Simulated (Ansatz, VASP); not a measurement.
# ZnCu (ZnCu (Pm-3m)): VASP beside Ansatz

One calculation is typed for both programs; each brings its own data sets. How far apart do they land? The cell is taken from a series of runs on this material, whose earlier steps may have relaxed, scaled, displaced or heated it; both programs get it as it stands.

Calculated with Ansatz 0.2.0; plane waves, with VASP 6.6.1 beside it; relaxation of cell and atoms at r2SCAN.

## (1) Starting point

Symmetry: Pm-3m, No. 221, cubic system. Conventional cell: a = 2.921 Å, b = 2.921 Å, c = 2.921 Å, α = 90.00°, β = 90.00°, γ = 90.00°. Nearest to Zn lie 8 Cu at 2.53 Å. Cu has 8 Zn at 2.53 Å nearest. Farther neighbours are not listed.

## (2) VASP: relaxation of cell and atoms, r2SCAN

The relaxed volume is the usual yardstick between codes: in a stiff, nearly cubic crystal its relative difference is about their pressure difference at one cell divided by the bulk modulus.

Lines of VASP's logs that name or quote its potential files are left out, and so is its time.

Input file INCAR:

```
SYSTEM = ZnCu
PREC = Accurate
ENCUT = 660
EDIFF = 1E-07
NELM = 120
ISMEAR = -1
SIGMA = 0.05
LREAL = .FALSE.
ALGO = Normal
METAGGA = R2SCAN
LASPH = .TRUE.
NBANDS = 17
LORBIT = 11
LWAVE = .FALSE.
LCHARG = .FALSE.
ISIF = 3
IBRION = 2
NSW = 80
EDIFFG = -0.005
GGA_COMPAT = .FALSE.
NELMIN = 4
LMIXTAU = .TRUE.
```

Input file POSCAR:

```
ZnCu
1.0
    2.9205540000      0.0000000000      0.0000000000
    0.0000000000      2.9205540000      0.0000000000
    0.0000000000      0.0000000000      2.9205540000
Zn Cu
1 1
Direct
    0.5000000000      0.5000000000      0.5000000000
    0.0000000000      0.0000000000      0.0000000000
```

Input file KPOINTS:

```
Automatic mesh
0
Gamma
13 13 13
0 0 0
```

The projector-augmented-wave data sets are Zn and Cu (PBE family, release 64).

The run is started by

```console
> mpirun -np 1 vasp_std
```

Numbers of over 12 decimals in the logs are rounded to 6 here.

Output:

```text
[banner, memory and clock lines left out]
running    1 mpi-ranks, on    1 nodes
 distrk:  each k-point on    1 cores,    1 groups
 distr:  one band on    1 cores,    1 groups

 POSCAR found type information on POSCAR ZnCu
 POSCAR found :  2 types and       2 ions
|                                                                             |
|               ----> ADVICE to this user running VASP <----                  |
|                                                                             |
|     You enforced a specific xc type in the INCAR file but a different       |
|     [... a line on the potential file left out ...]
|     I HOPE YOU KNOW WHAT YOU ARE DOING!                                     |
|                                                                             |

 LDA part: xc-table for (None), standard interpolation
 POSCAR, INCAR and KPOINTS ok, starting setup
 FFT: planning ... GRIDC
 FFT: planning ... GRID_SOFT
 FFT: planning ... GRID
 WAVECAR not read
 entering main loop
       N       E                     dE             d eps       ncg     rms          rms(c)
DAV:   1     0.106677147023E+03    0.10668E+03   -0.13636E+04  3032   0.274E+03
DAV:   2    -0.191411883516E+02   -0.12582E+03   -0.12122E+03  2858   0.341E+02
DAV:   3    -0.239748713688E+02   -0.48337E+01   -0.48063E+01  3327   0.857E+01
DAV:   4    -0.240141799951E+02   -0.39309E-01   -0.39298E-01  3379   0.676E+00
DAV:   5    -0.240147891032E+02   -0.60911E-03   -0.60909E-03  3484   0.870E-01    0.980E+00
DAV:   6    -0.211119977358E+02    0.29028E+01   -0.21353E+01  2979   0.119E+02    0.709E+00
DAV:   7    -0.199253949815E+02    0.11866E+01   -0.39774E+00  3006   0.899E+01    0.253E+00
DAV:   8    -0.199442263934E+02   -0.18831E-01   -0.33351E-01  3916   0.123E+01    0.154E+00
DAV:   9    -0.199388037988E+02    0.54226E-02   -0.27848E-02  4202   0.398E+00    0.319E-01
DAV:  10    -0.199405977748E+02   -0.17940E-02   -0.10083E-02  3956   0.204E+00    0.712E-02
DAV:  11    -0.199403552971E+02    0.24248E-03   -0.16451E-03  4209   0.819E-01    0.641E-02
DAV:  12    -0.199409500190E+02   -0.59472E-03   -0.75843E-04  4155   0.454E-01    0.153E-02
DAV:  13    -0.199410358851E+02   -0.85866E-04   -0.71671E-05  3200   0.124E-01    0.555E-03
DAV:  14    -0.199410440202E+02   -0.81350E-05   -0.59600E-06  3089   0.439E-02    0.592E-03
DAV:  15    -0.199410439085E+02    0.11170E-06   -0.27729E-06  3888   0.439E-02    0.169E-03
DAV:  16    -0.199410435960E+02    0.31246E-06   -0.14233E-07  1718   0.957E-03    0.590E-04
DAV:  17    -0.199410437016E+02   -0.10560E-06   -0.36599E-08  1534   0.416E-03    0.773E-05
DAV:  18    -0.199410437014E+02    0.19509E-09   -0.20739E-08  1509   0.282E-03
   1 F= -.19941044E+02 E0= -.19938309E+02  d E =-.199410E+02
[...]
2 F= -.19941043E+02 E0= -.19938299E+02  d E =0.804718E-06
[...]
3 F= -.19941062E+02 E0= -.19938323E+02  d E =-.178727E-04
 curvature:  -0.15 expect dE=-0.423E-05 dE for cont linesearch -0.423E-05
 ZBRENT: interpolating
 opt :   0.7181  next Energy=   -19.941050 (dE=-0.633E-05)
 bond charge predicted
       N       E                     dE             d eps       ncg     rms          rms(c)
DAV:   1    -0.199413409605E+02   -0.27936E-03   -0.32670E-03  2949   0.135E+00    0.128E-01
DAV:   2    -0.199411486314E+02    0.19233E-03   -0.17420E-03  2995   0.110E+00    0.595E-02
DAV:   3    -0.199410702616E+02    0.78370E-04   -0.45458E-04  2950   0.662E-01    0.345E-02
DAV:   4    -0.199410600055E+02    0.10256E-04   -0.21308E-05  4117   0.129E-01    0.134E-02
DAV:   5    -0.199410578578E+02    0.21477E-05   -0.30077E-06  4671   0.331E-02    0.148E-03
DAV:   6    -0.199410583500E+02   -0.49216E-06   -0.32438E-07  3593   0.970E-03    0.720E-04
DAV:   7    -0.199410582832E+02    0.66804E-07   -0.32537E-08  1542   0.463E-03
   4 F= -.19941058E+02 E0= -.19938317E+02  d E =-.145818E-04
 curvature:  -0.25 expect dE=-0.538E-08 dE for cont linesearch -0.538E-08
 trial: gam=-0.01450 g(F)=  0.291E-65 g(S)=  0.219E-07 ort = 0.149E-05 (trialstep = 0.944E+00)
 search vector abs. value=  0.105E-09
 reached required accuracy - stopping structural energy minimisation
```

Parts of OUTCAR (step 2):

```text
ion  position               nearest neighbor table
   1  0.500  0.500  0.500-   2 2.53   2 2.53   2 2.53   2 2.53   2 2.53   2 2.53   2 2.53   2 2.53

  LATTYP: Found a simple cubic cell.
 ALAT       =     2.9205540000

 Subroutine GETGRP returns: Found 48 space group operations
 (whereof 48 operations were pure point group operations)

The static configuration has the point symmetry O_h .

 Found     84 irreducible k-points:

   k-points           NKPTS =     84   k-points in BZ     NKDIM =     84   number of bands    NBANDS=     17

   dimension x,y,z NGX =    24 NGY =   24 NGZ =   24
   dimension x,y,z NGXF=    48 NGYF=   48 NGZF=   48

   ENCUT  =  660.0 eV  48.51 Ry    6.96 a.u.   6.12  6.12  6.12*2*pi/ulx,y,z

   NELECT =      23.0000    total number of electrons

 k-points in reciprocal lattice and weights: Automatic mesh
   0.00000000  0.00000000  0.00000000       0.000
   0.07692308  0.00000000  0.00000000       0.003
   0.15384615  0.00000000  0.00000000       0.003
   0.23076923  0.00000000  0.00000000       0.003
   0.30769231  0.00000000  0.00000000       0.003
   0.38461538  0.00000000  0.00000000       0.003
   0.46153846  0.00000000  0.00000000       0.003
   0.07692308  0.07692308  0.00000000       0.005
   0.15384615  0.07692308  0.00000000       0.011
[...]
0.46153846  0.46153846  0.38461538       0.011
   0.46153846  0.46153846  0.46153846       0.004

 average (electrostatic) potential at core
       1 -39.6076       2 -71.6161

 E-fermi :   5.5790

 k-point     1 :       0.0000    0.0000    0.0000
  band No.  band energies     occupation
    ...
      7       1.7886      2.00000
      8       1.7886      2.00000
      9       2.7052      2.00000
     10       2.7052      2.00000
     11       2.7052      2.00000
     12      12.3025      0.00000
     13      12.3025      0.00000
     14      12.3025      0.00000
     15      17.2441      0.00000
     16      17.2441      0.00000
    ...

 k-point     2 :       0.0769    0.0000    0.0000
  band No.  band energies     occupation
    ...
      7       1.7818      2.00000
      8       1.7989      2.00000
      9       2.6671      2.00000
     10       2.6671      2.00000
     11       2.7008      2.00000
     12      11.2122      0.00000
     13      12.4750      0.00000
     14      12.4750      0.00000
     15      17.3048      0.00000
     16      17.9398      0.00000
    ...

 k-point     3 :       0.1538    0.0000    0.0000
  band No.  band energies     occupation
    ...
      7       1.7627      2.00000
      8       1.8201      2.00000
      9       2.5652      2.00000
     10       2.5652      2.00000
     11       2.6887      2.00000
     12       9.1962      0.00000
     13      12.9791      0.00000
     14      12.9791      0.00000
     15      17.4889      0.00000
     16      18.4783      0.00000
    ...

  Total        0.0005503      0.0005503      0.0005503     -0.0000000     -0.0000000     -0.0000000
  in kB        0.0353260      0.0353260      0.0353260     -0.0000000     -0.0000000     -0.0000000
  external PRESSURE =       0.0353260 kB  Pullay stress =       0.0000000 kB

  energy-cutoff  :      660.00
  volume of cell :       24.96
      direct lattice vectors                 reciprocal lattice vectors
     2.922445691  0.000000000 -0.000000000     0.342179156  0.000000000 -0.000000000
    -0.000000000  2.922445691  0.000000000    -0.000000000  0.342179156  0.000000000
     0.000000000  0.000000000  2.922445691     0.000000000 -0.000000000  0.342179156

 POSITION                                       TOTAL-FORCE (eV/Angst)
 -----------------------------------------------------------------------------------
      1.46122      1.46122      1.46122        -0.000000      0.000000      0.000000
      0.00000      0.00000      0.00000         0.000000      0.000000      0.000000
 -----------------------------------------------------------------------------------
    total drift:                                0.000000      0.000000     -0.000000

  FREE ENERGIE OF THE ION-ELECTRON SYSTEM (eV)
  ---------------------------------------------------
  free  energy   TOTEN  =       -19.9410582832 eV

  energy  without entropy=      -19.9355763424  energy(sigma->0) =      -19.93831731

 reached required accuracy - stopping structural energy minimisation

 total charge
# of ion       s       p       d       tot
------------------------------------------
    1        0.578   0.549   9.751  10.877
    2        0.440   0.421   9.197  10.058
--------------------------------------------------
tot          1.018   0.970  18.948  20.936

[... 3 further parts left out ...]
```

The run keeps the 48 symmetry operations of its start, so it cannot find a distortion of lower symmetry.

## (3) Ansatz: relaxation of cell and atoms, r2SCAN

Ansatz runs on its PAW soft_1 files.

The same cell, functional, mesh and smearing now go to Ansatz.

Input file input.yaml:

```yaml
crystal:
  lattice:
    - [2.9205539, 0.0, 0.0]
    - [0.0, 2.9205539, 0.0]
    - [0.0, 0.0, 2.9205539]
  atoms:
    - { symbol: Zn, position: [0.5, 0.5, 0.5] }
    - { symbol: Cu, position: [0.0, 0.0, 0.0] }
basis:
  ecutwfc: 500
  xc_grid: 2
hamiltonian:
  xc: r2scan
  pseudopotentials: { kind: paw, azcp: { folder: soft_1 } }
kpoints:
  mp_grid: { grid: [13, 13, 13] }
scf:
  occupations: { method: fermi_dirac, width: 0.05 }
  max_iter: 150
output:
  forces: true
  stress: true
relax:
  f_tol: 0.01
  max_steps: 60
  cell: {}
checkpoint:
  write: "../r2scan.run"
  compress: false
  write_wavefunctions: false
  write_every: 100000
```

The run is started by

```console
> ansatz run input.yaml --threads 4 --pin off --max-ram 6594MiB --backend cpu --events-out ev --progress --plain --runs-dir out
```

Output:

```text
Engine: ansatz 0.2.0, x86_64-unknown-linux-gnu
Pseudopotentials: kind: paw
Pseudopotential: Zn, paw, valence charge 12, recommended cutoff 500 eV (meta_gga), soft_1/Zn.paw.azcp
Pseudopotential: Cu, paw, valence charge 19, recommended cutoff 500 eV (meta_gga), soft_1/Cu.paw.azcp
Functional definition: r2SCAN
  parameter k0 = 0.174
  parameter k1 = 0.065
  parameter a1 = 4.9479
  exchange = r2scan_x(k0 = k0, k1 = k1, a1 = a1)
  correlation = r2scan_c
Crystal: 2 atoms, lattice volume = 24.911 Å³
Basis set: ecut = 500 eV, 619 PW (Γ), exchange–correlation on 48×48×48 points (8 copies of the dense FFT grid, shifted against one another)
Bands: 20, of which v1, the nominal top of the filled ones, is band 16 counted from 1 (15 counted from 0)
Symmetry: 48 space group operations
Space group: Pm-3m (ITA 221), of the structure as read, at distance tolerance 2.9e-5 Å
k-points: 84 of 2197
Non-local potential: Zn, projectors of the file, l = 0: 2, l = 1: 2, l = 2: 3, l = 3: 1
Non-local potential: Cu, projectors of the file, l = 0: 3, l = 1: 2, l = 2: 3, l = 3: 1
PAW form: soft (Blöchl's): semilocal exchange-correlation on the pseudo side does not see the compensation charge
PAW frozen core: Zn, regenerated for the run's functional (the file was generated under x = pbe(κ = 0.804, μ = 0.219515), c = pbe(β = 0.066725))
PAW frozen core: Cu, regenerated for the run's functional (the file was generated under x = pbe(κ = 0.804, μ = 0.219515), c = pbe(β = 0.066725))
PAW one-centre angular grid: Zn, 590 points (default); XC on 160 Gauss nodes
PAW one-centre angular grid: Cu, 590 points (default); XC on 160 Gauss nodes
Initial density: superposition of atomic densities (chi_scale 0.1, normalization cell, long waves kept (reshape's long-wave potential 0.00 eV rms))
Initial wavefunctions: pseudopotential atomic-orbital guess
Functional: x = r2scan, c = r2scan; τ floored in thin density (d = 2e-4 eV/Å³)
SCF iter   1: F=—  HF=-9958.341560 eV  |F-HF|=—  |Δ(HF+E_count)|=         —  Δρ=2.35e-1  dr2=9.28e0  dr2_τ=1.77e-2  ethr=3.10e-3  ⟨swp⟩=5.4  Hψ=8315  notcnv=0
preconditioner: auto → none  [metal: Δε(μ)=0.077 eV  Ē_g=13.008 eV  σ=0.050 eV  W_gap=0.33  n_scr=6 (ndim 8)  ℏωp=35.7 eV  f_vac=0.000  D(μ)=0.71/eV (n_scr^D=6)  sad-step TF]
SCF iter   2: F=—  HF=-9957.877953 eV  |F-HF|=—  |Δ(HF+E_count)|=   4.64e-1  Δρ=1.25e-1  dr2=1.66e0  dr2_τ=9.04e-2  ethr=3.10e-3  ⟨swp⟩=3.6  Hψ=4663  notcnv=0  defer=25
SCF iter   3: F=—  HF=-9957.102983 eV  |F-HF|=—  |Δ(HF+E_count)|=   7.75e-1  Δρ=2.22e-2  dr2=1.06e-1  dr2_τ=7.47e-3  ethr=3.10e-3  ⟨swp⟩=2.0  Hψ=4002  notcnv=0  defer=30
SCF iter   4: F=—  HF=-9957.116846 eV  |F-HF|=—  |Δ(HF+E_count)|=   1.39e-2  Δρ=1.23e-2  dr2=1.15e-2  dr2_τ=3.85e-4  ethr=3.42e-4  ⟨swp⟩=2.0  Hψ=3179  notcnv=0  defer=29
SCF iter   5: F=—  HF=-9957.158233 eV  |F-HF|=—  |Δ(HF+E_count)|=   4.14e-2  Δρ=1.80e-2  dr2=3.62e-2  dr2_τ=2.34e-4  ethr=3.71e-5  ⟨swp⟩=2.1  Hψ=2973  notcnv=0  defer=29
SCF iter   6: F=—  HF=-9957.151762 eV  |F-HF|=—  |Δ(HF+E_count)|=   6.47e-3  Δρ=8.62e-3  dr2=1.20e-2  dr2_τ=4.47e-5  ethr=3.71e-5  ⟨swp⟩=2.0  Hψ=3575  notcnv=0  defer=29
SCF iter   7: F=—  HF=-9957.149767 eV  |F-HF|=—  |Δ(HF+E_count)|=   1.99e-3  Δρ=2.31e-3  dr2=9.97e-4  dr2_τ=6.48e-6  ethr=3.71e-5  ⟨swp⟩=1.1  Hψ=1745  notcnv=0  defer=29
SCF iter   8: F=—  HF=-9957.149669 eV  |F-HF|=—  |Δ(HF+E_count)|=   9.86e-5  Δρ=9.19e-4  dr2=1.43e-4  dr2_τ=1.63e-7  ethr=3.22e-6  ⟨swp⟩=2.0  Hψ=2206  notcnv=0  defer=29
SCF iter   9: F=—  HF=-9957.149651 eV  |F-HF|=—  |Δ(HF+E_count)|=   1.76e-5  Δρ=3.41e-4  dr2=2.03e-5  dr2_τ=4.28e-8  ethr=4.60e-7  ⟨swp⟩=1.0  Hψ=1656  notcnv=0  defer=29
SCF iter  10: F=—  HF=-9957.149648 eV  |F-HF|=—  |Δ(HF+E_count)|=   3.12e-6  Δρ=6.45e-5  dr2=6.69e-7  dr2_τ=1.46e-9  ethr=6.56e-8  ⟨swp⟩=1.6  Hψ=1769  notcnv=0  defer=29
SCF iter  11: F=-9957.149648 eV  HF=-9957.149648 eV  |F-HF|=1.71e-9  |Δ(HF+E_count)|=   7.33e-8  Δρ=3.29e-6  dr2=1.96e-9  dr2_τ=5.41e-11  ethr=3.23e-10  ⟨swp⟩=3.4  Hψ=6251  notcnv=0
SCF 1 converged in 11 iterations: F = -9957.149648 eV  dr2 = 1.96e-9
  greatest PAW one-centre occupation: 1.001 electrons in one spin orbital (limit 2), on the Cu atom at site 1 (counted from 0), in its partial waves of l = 0
relax step   1: F+E_penalty+E_count = -9957.14964773 eV  Δ(F+E_penalty+E_count) = +0.000e0 eV  max|allowed force component| = 8.053e-30 eV/Å  Δτ_max = 0.0000 Å  P = -0.107 GPa  Ω = 24.911 Å³  (11 SCF iters, dr2 threshold 1.00e-7 eV, accepted)
[...]
relax step   2: F+E_penalty+E_count = -9957.14965905 eV  Δ(F+E_penalty+E_count) = -1.132e-5 eV  max|allowed force component| = 6.311e-30 eV/Å  Δτ_max = 0.0000 Å  P = -0.043 GPa  Ω = 24.900 Å³  energy of the carried Pulay correction = +5.900e-6 eV  (3 SCF iters, dr2 threshold 2.86e-8 eV, accepted)
[...]
relax step   3: F+E_penalty+E_count = -9957.14965909 eV  Δ(F+E_penalty+E_count) = -3.533e-8 eV  max|allowed force component| = 2.252e-30 eV/Å  Δτ_max = 0.0000 Å  P = -0.044 GPa  Ω = 24.900 Å³  stress off target by 4.40e-2 GPa  SCF on the basis re-selected at this cell (its energy is not comparable with the rows above)  (6 SCF iters)
basis re-selected at this cell: Δ(F+E_penalty+E_count) = -3.533e-8 eV, ΔP = -0.001 GPa vs the last step (what re-selecting the basis moved, of the pressure what is left beyond the Pulay correction that the steps carried, after the strain that the cell walked since its last selection, with what the two solves' SCF thresholds leave and, on support functions, any second-order correction that the steps lacked; it is no m [...]
SCF converged after 6 iterations
Free energy (F): -9957.149659 eV
Harris-Foulkes:  -9957.149659 eV  (|F-HF|=1.82e-12)
Internal energy: -9957.144210 eV  (E = F + TS)
E sigma→0 (E₀):  -9957.146934 eV
Entropy (-TS):   -0.005449 eV (-2.725 meV/atom)
Fermi energy:    14.561251 eV
--- Per-component energies (eV) ---
  E_band       = -344.566408
  E_kinetic    = 407.846184
  E_local      = -6424.697628  (includes V_loc(G=0)·N_el)
  E_nonlocal   = 1720.514047
  E_hartree    = 2653.038060
  E_xc         = -133.155927
  E_vxc        = -144.043125  (∫ρ·V_xc dr)
  E_paw        = -3745.765746  (= ΣΔE_a)
  E_vpaw       = -1219.049636  (= ΣTr[D̂ρ^β])
  E_aug_tail   = 0.000508  (compensation charges beyond the density's cutoff)
  E_vtau       = 8.787076  (kinetic-family band-sum trace: ∫τ·v_τ [+ j·A + Jᵃ·Aᵃ] dr)
  E_ewald      = -4434.439984
  E_core_change = -0.483724  (= ΣΔE_core)
  E_smearing   = -0.005449  (= −TS)
  E_closure    = -0.000000  (closes the sum)
  Σ components = -9957.149659   (vs F -9957.149659, Δ=0.00e0)
--- Forces (eV/Å), atoms counted from 1 ---
  atom   1  Zn     0.00000000    -0.00000000     0.00000000
  atom   2  Cu     0.00000000    -0.00000000     0.00000000
  max |Σ_I F_I| component: 6.02e-30 eV/Å
--- Stress (GPa, compression-positive) ---
       -0.043991       0.000000      -0.000000
        0.000000      -0.043991      -0.000000
       -0.000000      -0.000000      -0.043991
  P = ⅓ Tr σ = -0.0440 GPa (-0.440 kbar)
--- Relaxed structure (2 steps of the walk, 2 accepted, 1 SCFs on fresh bases) ---
  F+E_penalty+E_count = -9957.14965909 eV   max|allowed force component| = 2.252e-30 eV/Å   (the final SCF, on the basis selected at the relaxed cell)
  cell:  # Å, volume = 24.8997 Å³
    - [2.920101, 0, 0]
    - [0, 2.920101, 0]
    - [0, 0, 2.920101]
  atoms:
    - { symbol: Zn, position: [0.5, 0.5, 0.5] }
    - { symbol: Cu, position: [0, 0, 0.0] }
```

## (4) Side by side

Known differences besides the potentials themselves: VASP keeps PBE cores, Ansatz makes them for the functional; the data sets hold 31 valence electrons in Ansatz (on its PAW soft_1 files) and 23 in VASP; the cutoff is 500 eV in Ansatz and 660 eV in VASP; Ansatz adds a Pulay correction to the stress that steers its cell, VASP none. Total energies have different zeros and are not compared.

The two programs side by side:

```tsv
quantity	Ansatz	VASP	difference
volume (Å³)	24.90	24.96	-0.24 %
edge a after relaxation, in the typed setting (Å)	2.920	2.922	-0.08 %
```

## (5) What came out

```yaml
difference_in_volume_relaxation_of_cell_and_atoms_r2scan: -0.24 %
```

In words: The difference in volume is -0.24 % (relaxation of cell and atoms, r2SCAN), within the 1.2 % picked in this series as the mark of a large difference, as far as the stopping tolerances let one tell. The data sets hold unlike numbers of valence electrons (31 in Ansatz and 23 in VASP), so part of the differences comes from the potentials. How closely two codes agree says nothing of how well the functional describes the real material.

[Lines on the potential files, build, host, timing and source positions are cut from VASP's logs without a mark.]

[Logs are printed without paths, hosts, clocks, repeated set-up lines and the standing remarks that a program may print on its own settings, such as how far it seeks lower states.]

[Hosts, paths, dates, database ids (printed as entryN), source tags and the programs' standing remarks are cut or masked in the printed files.]
